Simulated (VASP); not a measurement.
Input of a VASP 6.6.1 run:

The input INCAR:

```
PREC = Accurate
ENCUT = 600
EDIFF = 1E-6
ISMEAR = -1
SIGMA = 0.05
LREAL = F
LASPH = T
NELM = 60
ALGO = Normal
ISIF = 3
LWAVE = F
LCHARG = F
GGA = PE
IBRION = 2
NSW = 40
EDIFFG = -0.02
PSTRESS = 50
```

The input KPOINTS:

```
Automatic mesh
0
Gamma
  10 10 10
```

The input POSCAR:

```
RhN
1.0
    2.6663967600      0.0000000000      0.0000000000
    0.0000000000      2.6663967600      0.0000000000
    0.0000000000      0.0000000000      2.6663967600
Rh N
1 1
Direct
    0.0000000000      0.0000000000      0.0000000000
    0.5000000000      0.5000000000      0.5000000000
```

Potentials or basis: VASP PAW PBE potentials, release 64 (Rh_pv, N).

Run with:

```bash
$ cat potpaw_PBE.64/Rh_pv/POTCAR potpaw_PBE.64/N/POTCAR > POTCAR
$ mpirun -np 1 vasp_std > vasp.out
```

**Question.** What does it give for the relaxed cell?

**Answer.** a = 2.693 Å, b = 2.693 Å, c = 2.693 Å, α = 90.00°, β = 90.00°, γ = 90.00°.

**Question.** What does it give for the space group after relaxing (to 0.05 Å)?

**Answer.** Pm-3m (No. 221).

**Question.** What does it give for the relaxed volume?

**Answer.** 9.77 Å³/atom.

**Question.** Estimate the band gap on the k mesh.

**Answer.** None (metal or under the smearing width).

Step by step:
| step | energy change (eV) | largest force (eV/Å) | pressure (GPa) | volume (Å³) |
| --- | --- | --- | --- | --- |
| 1 | 0.0000 | 0.0000 | 14.14 | 18.96 |
| 2 | -0.0244 | 0.0000 | -7.57 | 20.48 |
| 3 | -0.0337 | 0.0000 | 4.85 | 19.53 |

Caveat: the cell is relaxed towards a set pressure, so the enthalpy falls and the energy may rise.
